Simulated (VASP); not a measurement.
# Nb2B (P6/mmm) in VASP: a series of runs

Runs on Nb2B. Level: PBE. Tasks: relaxation of cell and atoms.

Program: VASP 6.6.1. These are calculated values, not measurements. Logs are shortened: lines on timing, memory, paths and dates and some standing lists are left out, and cuts for length are marked.

## 1. The crystal as given

The structure is hexagonal, space group P6/mmm (No. 191). Conventional cell: a = 4.408 Å, b = 4.408 Å, c = 2.669 Å, α = 90.00°, β = 90.00°, γ = 120.00°. Around Nb (site symmetry -6m2) lie 5 Nb at 2.54 to 2.67 Å and 6 B at 2.87 Å. B (site symmetry 6/mmm) has 2 B at 2.67 Å and 12 Nb at 2.87 Å as nearest neighbours.

The cell was built by a generator and needn't be a form met in nature.

## 2. Relaxation of cell and atoms, PBE, target pressure 2 GPa, at which the enthalpy is minimised

INCAR reads:

```
SYSTEM = Nb2B
  ALGO = Normal
  EDIFF = 1E-7
  EDIFFG = -0.01
  ENCUT = 600
  GGA = PE
  IBRION = 2
  ISIF = 3
  ISMEAR = -1
  LASPH = .True.
  LCHARG = .False.
  LREAL = .False.
  LWAVE = .False.
  NELM = 60
  NSW = 40
  PREC = Accurate
  PSTRESS = 20
  SIGMA = 0.05
```

KPOINTS reads:

```
k-points
0
Gamma
  7 7 10
  0 0 0
```

POSCAR reads:

```
Nb2B
1.0
    4.4076000000      0.0000000000      0.0000000000
   -2.2038000000      3.8171000000      0.0000000000
    0.0000000000      0.0000000000      2.6685500000
Nb B
2 1
Direct
    0.3333300000      0.6666700000      0.5000000000
    0.6666700000      0.3333300000      0.5000000000
    0.0000000000      0.0000000000      0.0000000000
```

Potentials or basis: VASP PAW PBE potentials, release 64 (Nb_sv, B).

The run is started by

```
$ cat potpaw_PBE.64/Nb_sv/POTCAR potpaw_PBE.64/B/POTCAR > POTCAR
$ mpirun -np 1 vasp_std > vasp.out
```

OUTCAR:

```text
SYSTEM = Nb2B
   EDIFF = 1E-7
   EDIFFG = -0.01
   ENCUT = 600
   GGA = PE
   IBRION = 2
   ISIF = 3
   ISMEAR = -1
   LASPH = .True.
   LREAL = .False.
   NELM = 60
   NSW = 40
   PREC = Accurate
   PSTRESS = 20

 ion  position               nearest neighbor table
   1  0.333  0.667  0.500-   2 2.54   2 2.54   2 2.54
   2  0.667  0.333  0.500-   1 2.54   1 2.54   1 2.54
   3  0.000  0.000  0.000-

  LATTYP: Found a hexagonal cell.
 ALAT       =     4.4076000000
 C/A-ratio  =     0.6054428714

  Lattice vectors:

 A1 = (   4.4076000000,   0.0000000000,   0.0000000000)
 A2 = (  -2.2038000000,   3.8171000000,   0.0000000000)
 A3 = (   0.0000000000,   0.0000000000,   2.6685500000)

Analysis of symmetry for initial positions (statically):
=====================================================================
 Subroutine PRICEL returns:
 Original cell was already a primitive cell.

 Routine SETGRP: Setting up the symmetry group for a
 hexagonal supercell.

 Subroutine GETGRP returns: Found  8 space group operations
 (whereof  8 operations were pure point group operations)
 out of a pool of 24 trial point group operations.

The static configuration has the point symmetry D_2h.

Analysis of symmetry for dynamics (positions and initial velocities):
=====================================================================
 Subroutine PRICEL returns:
 Original cell was already a primitive cell.

 Routine SETGRP: Setting up the symmetry group for a
 hexagonal supercell.

 Subroutine GETGRP returns: Found  8 space group operations
 (whereof  8 operations were pure point group operations)
 out of a pool of 24 trial point group operations.

The dynamic configuration has the point symmetry D_2h.

 Subroutine INISYM returns: Found  8 space group operations
 (whereof  8 operations are pure point group operations),
 and found     1 'primitive' translations

----------------------------------------------------------------------------------------

                                     Primitive cell

  volume of cell :      44.8964

  direct lattice vectors                    reciprocal lattice vectors
     4.407600000  0.000000000  0.000000000     0.226880842  0.130989495  0.000000000
    -2.203800000  3.817100000  0.000000000     0.000000000  0.261978989  0.000000000
[... 93 lines left out ...]
   ISIF   =      3    stress and relaxation
   ISYM   =      2    0-nonsym 1-usesym 2-fastsym
   POTIM  = 0.5000    time-step for ionic-motion
   TEBEG  =    0.0;   TEEND  =   0.0 temperature during run
   PSTRESS=   20.0 pullay stress
   NELECT =      29.0000    total number of electrons
   NUPDOWN=      -1.0000    fix difference up-down
   EMIN   =  10.00;   EMAX   =-10.00  energy-range for DOS
   EFERMI =   0.00;   METHOD = LEGACY
   ISMEAR =    -1;   SIGMA  =   0.05  broadening in eV -4-tet -1-fermi 0-gaus
   EFERMI_NEDOS =   21; number of points for ismear=-14 and -15
   IALGO  =     38    algorithm
   IMIX   =      4    mixing-type and parameters
     AMIX     =   0.40;   BMIX     =  1.00
     AMIX_MAG =   1.60;   BMIX_MAG =  1.00
  volume/ion in A,a.u.               =      14.97       100.99
  Fermi-wavevector in a.u.,A,eV,Ry     =   1.415154  2.674254 27.247869  2.002662
  Thomas-Fermi vector in A             =   2.536622
   LORBIT       =      0    0 simple, 1 ext, 2 COOP (PROOUT), +10 PAW based schemes
   GGA     = PE    functional components
   LHFCALC =     F    Hartree Fock is set to
   AEXX    =    0.0000 exact exchange contribution
   IVDW    =     0    specifies the selected vdW correction
   LEPSILON=     F    determine dielectric tensor
   LRPA    =     F    only Hartree local field effects (RPA)
 conjugate gradient relaxation of ions
 non-spin polarized calculation
  energy-cutoff  :      600.00
  volume of cell :       44.90
 maximum number of plane-waves:      1510
   NGX = 17   NGY = 17   NGZ = 11

--------------------------------------- Ionic step        1  -------------------------------------------

 number of electron      29.0000003 magnetization

 Free energy of the ion-electron system (eV)
  ---------------------------------------------------
  ext. energy  EPLUGINS =         0.00000000
  ---------------------------------------------------
  free energy    TOTEN  =       -24.29787577 eV

  energy without entropy =      -24.28393422  energy(sigma->0) =      -24.29090499

------------------------ aborting loop because EDIFF is reached ----------------------------------------

  FORCE on cell =-STRESS in cart. coord.  units (eV):
  Direction    XX          YY          ZZ          XY          YZ          ZX
  --------------------------------------------------------------------------------------
  -------------------------------------------------------------------------------------
  Total       -0.0965912     -0.0957144      0.0972499      0.0007596      0.0000000      0.0000000
  in kB       -3.4469665     -3.4156764      3.4704725      0.0271081      0.0000000      0.0000000
  external PRESSURE =     -21.1307235 kB  Pullay stress =      20.0000000 kB
[... 143 lines left out ...]
--------------------------------------- Ionic step        5  -------------------------------------------

 number of electron      29.0000003 magnetization

 Free energy of the ion-electron system (eV)
  ---------------------------------------------------
  ext. energy  EPLUGINS =         0.00000000
  ---------------------------------------------------
  free energy    TOTEN  =       -24.29488351 eV

  energy without entropy =      -24.28059862  energy(sigma->0) =      -24.28774107

 E-fermi :  10.6303     XC(G=0): -12.2676

 val. band max:       10.6123339297   @ k =   0.2857   0.1429   0.2000
 cond. band min:      10.6460016823   @ k =  -0.2857  -0.4286   0.2000
 fundamental gap:      0.0336677526
 Fermi energy:        10.6303111455

 k-point     1 :       0.0000    0.0000    0.0000
  band No.  band energies     occupation
      1     -44.3490      2.00000
      2     -43.7714      2.00000
      3     -21.0409      2.00000
      4     -21.0408      2.00000
      5     -19.5290      2.00000
      6     -19.4312      2.00000
[... 481 lines left out ...]
      5     -19.6646      2.00000
      6     -19.5846      2.00000
[... 10 lines left out ...]
     17      12.6756      0.00000
     18      13.7301      0.00000

 [... further k-points ...]

------------------------ aborting loop because EDIFF is reached ----------------------------------------

  FORCE on cell =-STRESS in cart. coord.  units (eV):
  Direction    XX          YY          ZZ          XY          YZ          ZX
  --------------------------------------------------------------------------------------
  -------------------------------------------------------------------------------------
  Total        0.5462587      0.5462261      0.5236750     -0.0000298      0.0000000      0.0000000
  in kB       19.7363262     19.7351490     18.9203769     -0.0010779      0.0000000      0.0000000
  external PRESSURE =      -0.5360493 kB  Pullay stress =      20.0000000 kB
[... 22 lines left out ...]
  energy  without entropy=      -24.2805986225  energy(sigma->0) =      -24.28774107

  enthalpy is  TOTEN    =       -23.7413269140 eV   P V=        0.5535565957

 reached required accuracy - stopping structural energy minimisation
```

OSZICAR:

```text
N       E                     dE             d eps       ncg     rms          rms(c)
DAV:   1     0.364713042781E+03    0.36471E+03   -0.17669E+04  3456   0.183E+03
DAV:   2     0.865498017718E+01   -0.35606E+03   -0.34976E+03  3838   0.677E+02
[... 51 lines left out ...]
DAV:   1    -0.242950661823E+02   -0.53679E-03   -0.69916E-03  4024   0.999E-01    0.910E-02
DAV:   2    -0.242949210334E+02    0.14515E-03   -0.56621E-04  5266   0.256E-01    0.375E-02
DAV:   3    -0.242948836697E+02    0.37364E-04   -0.13518E-04  5628   0.105E-01    0.131E-02
DAV:   4    -0.242948845642E+02   -0.89447E-06   -0.12773E-05  5870   0.239E-02    0.911E-03
DAV:   5    -0.242948845670E+02   -0.28317E-08   -0.24437E-06  6226   0.919E-03    0.539E-03
DAV:   6    -0.242948834566E+02    0.11104E-05   -0.13317E-06  5640   0.995E-03    0.589E-04
DAV:   7    -0.242948835097E+02   -0.53135E-07   -0.85138E-08  2150   0.304E-03
   5 F= -.23741327E+02 E0= -.23734184E+02  d E =-.336045E-05
```

Run time: 4.3 min. Hardware: 1 thread of AMD EPYC 9R45 (Zen 5), shared host; peak memory 0.21 GiB.

What came out:

| Property | Result |
| --- | --- |
| Free energy | -24.2949 eV |
| Relaxed volume | 14.78 Å³/atom |
| Relaxed cell | a = 4.386 Å, b = 4.386 Å, c = 2.661 Å, α = 90.00°, β = 90.00°, γ = 120.00° |
| Space group after relaxing (to 0.05 Å) | P6/mmm (No. 191) |
| Energy change on relaxing (the enthalpy is what falls) | +1.0 meV/atom |
| Ionic steps | 5 |
| Pressure after relaxing | 1.9 GPa |
| Band gap on the k mesh | none (metal or under the smearing width) |

The path:
```csv
step,energy change (eV),largest force (eV/Å),pressure (GPa),volume (Å³)
1,0.0000,0.0005,-0.11,44.90
2,0.0181,0.0005,4.83,43.63
3,0.0032,0.0001,2.01,44.33
4,0.0033,0.0000,2.05,44.32
5,0.0030,0.0001,1.95,44.34
```

Final structure:
```
Nb B
1.0
     4.38649    0.00003    0.00000
    -2.19322    3.79883    0.00000
     0.00000    0.00000    2.66118
Nb B
2 1
Direct
  0.33333 0.66667 0.50000
  0.66667 0.33333 0.50000
  0.00000 0.00000 0.00000
```

Levels at points of the mesh, in eV from the Fermi level:
| k point | band 10 | band 11 | band 12 | band 13 | band 14 | band 15 | band 16 | band 17 | band 18 |
| --- | --- | --- | --- | --- | --- | --- | --- | --- | --- |
| (0.00, 0.00, 0.00) | -3.67 | -3.47 | -3.47 | -1.44 | 0.03 | 0.03 | 2.13 | 2.13 | 2.13 |
| (0.00, 0.00, 0.50) | -4.77 | -3.56 | -3.56 | -1.79 | -1.79 | 0.37 | 0.37 | 1.19 | 1.19 |

Caveat: the cell is relaxed towards a set pressure, so the enthalpy falls and the energy may rise.

## 3. Relaxation of cell and atoms, PBE, target pressure 5 GPa, at which the enthalpy is minimised

Edit INCAR of step 2 so:

```diff
@@ -16,3 +16,3 @@
   PREC = Accurate
-  PSTRESS = 20
+  PSTRESS = 50
   SIGMA = 0.05
```

KPOINTS is that of step 2.

POSCAR is that of step 2.

Potentials or basis: VASP PAW PBE potentials, release 64 (Nb_sv, B).

The run is started by

```
$ cat potpaw_PBE.64/Nb_sv/POTCAR potpaw_PBE.64/B/POTCAR > POTCAR
$ mpirun -np 1 vasp_std > vasp.out
```

OUTCAR:

```text
SYSTEM = Nb2B
   EDIFF = 1E-7
   EDIFFG = -0.01
   ENCUT = 600
   GGA = PE
   IBRION = 2
   ISIF = 3
   ISMEAR = -1
   LASPH = .True.
   LREAL = .False.
   NELM = 60
   NSW = 40
   PREC = Accurate
   PSTRESS = 50

 ion  position               nearest neighbor table
   1  0.333  0.667  0.500-   2 2.54   2 2.54   2 2.54
   2  0.667  0.333  0.500-   1 2.54   1 2.54   1 2.54
   3  0.000  0.000  0.000-

  LATTYP: Found a hexagonal cell.
 ALAT       =     4.4076000000
 C/A-ratio  =     0.6054428714

  Lattice vectors:

 A1 = (   4.4076000000,   0.0000000000,   0.0000000000)
 A2 = (  -2.2038000000,   3.8171000000,   0.0000000000)
 A3 = (   0.0000000000,   0.0000000000,   2.6685500000)

Analysis of symmetry for initial positions (statically):
=====================================================================
 Subroutine PRICEL returns:
 Original cell was already a primitive cell.

 Routine SETGRP: Setting up the symmetry group for a
 hexagonal supercell.

 Subroutine GETGRP returns: Found  8 space group operations
 (whereof  8 operations were pure point group operations)
 out of a pool of 24 trial point group operations.

The static configuration has the point symmetry D_2h.

Analysis of symmetry for dynamics (positions and initial velocities):
=====================================================================
 Subroutine PRICEL returns:
 Original cell was already a primitive cell.

 Routine SETGRP: Setting up the symmetry group for a
 hexagonal supercell.

 Subroutine GETGRP returns: Found  8 space group operations
 (whereof  8 operations were pure point group operations)
 out of a pool of 24 trial point group operations.

The dynamic configuration has the point symmetry D_2h.

 Subroutine INISYM returns: Found  8 space group operations
 (whereof  8 operations are pure point group operations),
[... 122 lines left out ...]
   LORBIT       =      0    0 simple, 1 ext, 2 COOP (PROOUT), +10 PAW based schemes
   GGA     = PE    functional components
   LHFCALC =     F    Hartree Fock is set to
   AEXX    =    0.0000 exact exchange contribution
   IVDW    =     0    specifies the selected vdW correction
   LEPSILON=     F    determine dielectric tensor
   LRPA    =     F    only Hartree local field effects (RPA)
 conjugate gradient relaxation of ions
 non-spin polarized calculation
  energy-cutoff  :      600.00
  volume of cell :       44.90
 maximum number of plane-waves:      1510
   NGX = 17   NGY = 17   NGZ = 11

--------------------------------------- Ionic step        1  -------------------------------------------

 number of electron      29.0000003 magnetization

 Free energy of the ion-electron system (eV)
  ---------------------------------------------------
  ext. energy  EPLUGINS =         0.00000000
  ---------------------------------------------------
  free energy    TOTEN  =       -24.29787577 eV

  energy without entropy =      -24.28393422  energy(sigma->0) =      -24.29090499

------------------------ aborting loop because EDIFF is reached ----------------------------------------

  FORCE on cell =-STRESS in cart. coord.  units (eV):
  Direction    XX          YY          ZZ          XY          YZ          ZX
  --------------------------------------------------------------------------------------
  -------------------------------------------------------------------------------------
  Total       -0.0965912     -0.0957144      0.0972499      0.0007596      0.0000000      0.0000000
  in kB       -3.4469665     -3.4156764      3.4704725      0.0271081      0.0000000      0.0000000
  external PRESSURE =     -51.1307235 kB  Pullay stress =      50.0000000 kB
[... 182 lines left out ...]
--------------------------------------- Ionic step        6  -------------------------------------------

 number of electron      29.0000002 magnetization

 Free energy of the ion-electron system (eV)
  ---------------------------------------------------
  ext. energy  EPLUGINS =         0.00000000
  ---------------------------------------------------
  free energy    TOTEN  =       -24.27860231 eV

  energy without entropy =      -24.26383598  energy(sigma->0) =      -24.27121914

 E-fermi :  10.8675     XC(G=0): -12.3535

 val. band max:       10.8536669636   @ k =   0.2857   0.1429   0.2000
 cond. band min:      10.8839232836   @ k =  -0.2857  -0.4286   0.2000
 fundamental gap:      0.0302563200
 Fermi energy:        10.8674528574

 k-point     1 :       0.0000    0.0000    0.0000
  band No.  band energies     occupation
      1     -44.1265      2.00000
      2     -43.5147      2.00000
      3     -20.8469      2.00000
      4     -20.8469      2.00000
      5     -19.2573      2.00000
      6     -19.1674      2.00000
[... 481 lines left out ...]
      5     -19.4007      2.00000
      6     -19.3263      2.00000
[... 10 lines left out ...]
     17      12.9409      0.00000
     18      14.0042      0.00000

 [... further k-points ...]

------------------------ aborting loop because EDIFF is reached ----------------------------------------

  FORCE on cell =-STRESS in cart. coord.  units (eV):
  Direction    XX          YY          ZZ          XY          YZ          ZX
  --------------------------------------------------------------------------------------
  -------------------------------------------------------------------------------------
  Total        1.3535772      1.3536479      1.3607613      0.0000572      0.0000000      0.0000000
  in kB       49.7549687     49.7575659     50.0190424      0.0021011      0.0000000      0.0000000
  external PRESSURE =      -0.1561410 kB  Pullay stress =      50.0000000 kB
[... 22 lines left out ...]
  energy  without entropy=      -24.2638359777  energy(sigma->0) =      -24.27121914

  enthalpy is  TOTEN    =       -22.9183590599 eV   P V=        1.3602432510

 reached required accuracy - stopping structural energy minimisation
```

OSZICAR:

```text
N       E                     dE             d eps       ncg     rms          rms(c)
DAV:   1     0.364713042781E+03    0.36471E+03   -0.17669E+04  3456   0.183E+03
DAV:   2     0.865498017718E+01   -0.35606E+03   -0.34976E+03  3838   0.677E+02
DAV:   3    -0.231604253129E+02   -0.31815E+02   -0.30437E+02  6828   0.144E+02
[... 62 lines left out ...]
DAV:   3    -0.242785989836E+02    0.10997E-04   -0.39650E-05  5610   0.575E-02    0.729E-03
DAV:   4    -0.242786002892E+02   -0.13057E-05   -0.35351E-06  5720   0.130E-02    0.469E-03
DAV:   5    -0.242786015043E+02   -0.12150E-05   -0.87496E-07  5556   0.574E-03    0.261E-03
DAV:   6    -0.242786024058E+02   -0.90153E-06   -0.24772E-07  2886   0.496E-03    0.101E-03
DAV:   7    -0.242786023048E+02    0.10101E-06   -0.79845E-08  1982   0.361E-03    0.305E-04
DAV:   8    -0.242786023109E+02   -0.61314E-08   -0.28207E-08  1902   0.232E-03
   6 F= -.22918359E+02 E0= -.22910976E+02  d E =-.108118E-04
```

CONTCAR:

```text
Nb2B
   1.00000000000000
     4.3617320058052300    0.0000291559870564    0.0000000000000000
    -2.1808407530353571    3.7773917911192716    0.0000000000000000
     0.0000000000000000    0.0000000000000000    2.6454799327261087
  Nb              B
     2     1
Direct
     0.3333313903608106    0.6666686096391911    0.5000000000000000
     0.6666686096391893    0.3333313903608091    0.5000000000000000
     0.0000000000000000    0.0000000000000000    0.0000000000000000

  0.00000000E+00  0.00000000E+00  0.00000000E+00
  0.00000000E+00  0.00000000E+00  0.00000000E+00
  0.00000000E+00  0.00000000E+00  0.00000000E+00
```

It took 4.4 min on 1 thread of AMD EPYC 9R45 (Zen 5), shared host; peak memory 0.22 GiB.

Results:

```yaml
Free_energy: -24.2786 eV
Relaxed_volume: 14.53 Å³/atom
Relaxed_cell: a = 4.362 Å, b = 4.362 Å, c = 2.645 Å, α = 90.00°, β = 90.00°, γ = 120.00°
Space_group_after_relaxing_to_0.05_Å: P6/mmm (No. 191)
Energy_change_on_relaxing_the_enthalpy_is_what_falls: +6.4 meV/atom
Ionic_steps: 6
Pressure_after_relaxing: 5.0 GPa
Band_gap_on_the_k_mesh: none (metal or under the smearing width)
```

Step by step:
| step | energy change (eV) | largest force (eV/Å) | pressure (GPa) | volume (Å³) |
| --- | --- | --- | --- | --- |
| 1 | 0.0000 | 0.0005 | -0.11 | 44.90 |
| 2 | 0.1142 | 0.0005 | 12.89 | 41.86 |
| 3 | 0.0190 | 0.0001 | 4.95 | 43.59 |
| 4 | 0.0198 | 0.0000 | 5.06 | 43.57 |
| 5 | 0.0188 | 0.0001 | 4.93 | 43.60 |
| 6 | 0.0193 | 0.0000 | 4.98 | 43.59 |

Final structure:
```
Nb B
1.0
     4.36173    0.00003    0.00000
    -2.18084    3.77739    0.00000
     0.00000    0.00000    2.64548
Nb B
2 1
Direct
  0.33333 0.66667 0.50000
  0.66667 0.33333 0.50000
  0.00000 0.00000 0.00000
```

Caveat: the cell is relaxed towards a set pressure, so the enthalpy falls and the energy may rise.

## 4. For comparison

An earlier run on the cell as given: functional PBE; potentials or basis VASP PAW PBE potentials, release 64 (Nb_sv, B); cutoff 520 eV; k mesh 7 × 7 × 10; occupations fermi-dirac, width 0.05 eV; no spin polarisation.

- Pressure: -0.1 GPa
- Band gap on the k mesh: none (metal or under the smearing width)

## 5. Overview

| task | cell | cutoff (eV) | target pressure | gap on the mesh (eV) | pressure (GPa) |
| --- | --- | --- | --- | --- | --- |
| relaxation of cell and atoms | relaxed to 2 GPa | 600 | 2 GPa | none | 1.9 |
| relaxation of cell and atoms | relaxed to 5 GPa | 600 | 5 GPa | none | 5.0 |
| single point | as given | 520 | - | none | -0.1 |

Alike in all rows: level PBE; potentials or basis VASP PAW PBE potentials, release 64 (Nb_sv, B); no spin polarisation; k mesh 7 × 7 × 10; smearing fermi-dirac 0.05 eV.

Caveats: the cell is relaxed towards a set pressure, so the enthalpy falls and the energy may rise (some runs).

Absolute energies hang on the potentials; compare differences alone.
